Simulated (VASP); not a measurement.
Output of a VASP run:

File OSZICAR:
```
       N       E                     dE             d eps       ncg     rms          rms(c)
DAV:   1     0.486144273737E+02    0.48614E+02   -0.57347E+03   768   0.911E+02
DAV:   2    -0.166474814612E+02   -0.65262E+02   -0.61448E+02   773   0.200E+02
DAV:   3    -0.193290992874E+02   -0.26816E+01   -0.25741E+01   923   0.437E+01
DAV:   4    -0.193719611581E+02   -0.42862E-01   -0.42836E-01   838   0.570E+00
DAV:   5    -0.193730367747E+02   -0.10756E-02   -0.10755E-02   955   0.876E-01    0.164E+01
DAV:   6    -0.236721750012E+02   -0.42991E+01   -0.51940E+01   786   0.171E+02    0.241E+01
DAV:   7    -0.174260500554E+02    0.62461E+01   -0.15286E+01   876   0.108E+02    0.385E+00
DAV:   8    -0.173883432059E+02    0.37707E-01   -0.20319E+00  1056   0.224E+01    0.266E+00
DAV:   9    -0.173395736594E+02    0.48770E-01   -0.25173E-01   886   0.100E+01    0.553E-01
DAV:  10    -0.173388086365E+02    0.76502E-03   -0.76310E-03   963   0.154E+00    0.253E-01
DAV:  11    -0.173389140710E+02   -0.10543E-03   -0.74994E-04   869   0.232E-01    0.339E-02
DAV:  12    -0.173389469888E+02   -0.32918E-04   -0.47126E-05   943   0.121E-01    0.218E-02
DAV:  13    -0.173389462506E+02    0.73822E-06   -0.22754E-05   872   0.997E-02    0.764E-03
DAV:  14    -0.173389465726E+02   -0.32205E-06   -0.15257E-06   669   0.130E-02
   1 F= -.17338947E+02 E0= -.17338981E+02  d E =0.104613E-03
```

**OUTCAR**
```
------------------------ aborting loop because EDIFF is reached ----------------------------------------
  FORCE on cell =-STRESS in cart. coord.  units (eV):
  Direction    XX          YY          ZZ          XY          YZ          ZX
  --------------------------------------------------------------------------------------
  Total        1.1949904      1.1949904      1.1949904      0.0000000      0.0000000      0.0000000
  in kB       49.2623210     49.2623210     49.2623210      0.0000000      0.0000000      0.0000000
  external PRESSURE =      49.2623210 kB  Pullay stress =       0.0000000 kB
  volume of cell :       38.87
      direct lattice vectors                 reciprocal lattice vectors
     0.000000000  2.688500000  2.688500000    -0.185977311  0.185977311  0.185977311
     2.688500000  0.000000000  2.688500000     0.185977311 -0.185977311  0.185977311
     2.688500000  2.688500000  0.000000000     0.185977311  0.185977311 -0.185977311
 POSITION                                       TOTAL-FORCE (eV/Angst)
 -----------------------------------------------------------------------------------
      1.34425      1.34425      1.34425         0.000000     -0.000000      0.000000
      4.03275      4.03275      4.03275        -0.000000      0.000000     -0.000000
      0.00000      0.00000      0.00000         0.000000      0.000000      0.000000
 -----------------------------------------------------------------------------------
    total drift:                               -0.000000      0.000000      0.000000
  FREE ENERGIE OF THE ION-ELECTRON SYSTEM (eV)
  ---------------------------------------------------
  free  energy   TOTEN  =       -17.3389465726 eV

  energy  without entropy=      -17.3390511853  energy(sigma->0) =      -17.33898144
```
(Selected blocks of OUTCAR.)

POSCAR:
```
NiSi2
1
    0.0000000000     2.6885000000     2.6885000000
    2.6885000000     0.0000000000     2.6885000000
    2.6885000000     2.6885000000     0.0000000000
Si Ni
2 1
Direct
  0.2500000000   0.2500000000   0.2500000000
  0.7500000000   0.7500000000   0.7500000000
  0.0000000000   0.0000000000   0.0000000000
```

### Question
Write an INCAR and KPOINTS that could have produced this output.

### Answer
One answer among several that fit: the input of the run itself, PBE GGA, plane waves, VASP's PBE PAW potentials (set 64).

INCAR:
```
# general
SYSTEM  = NiSi2
PREC    = Accurate
ENCUT   = 300
LREAL   = .FALSE.
LASPH   = .TRUE.

# electronic loop
EDIFF   = 1E-6
NELM    = 100
ALGO    = Normal
LMAXMIX = 4

# smearing
ISMEAR  = 1
SIGMA   = 0.1

# functional
GGA     = PE

# ions
ISIF    = 2

# output
LWAVE   = .FALSE.
LCHARG  = .FALSE.
```

### KPOINTS
```
K-points
0
G
6 6 6
0.5 0.5 0.5
```

POTCAR, in this order: Si Ni (PBE.64 set). Program: vasp_std.

At this cut-off the stress carries a Pulay error, which pulls relaxed volumes low.

The structure is a typed NiSi2 crystal. The cell was not relaxed at this level. The k-mesh is coarse (spacing up to 0.34 per Å, 2π included), so the numbers may not be converged in it. The run is one of a series of settings (KPOINTS 6×6×6 Γ-centred mesh shifted by (0.5, 0.5, 0.5) against the base run), some of them coarse on purpose. The run is not spin-polarised, so no magnetic state was tried.
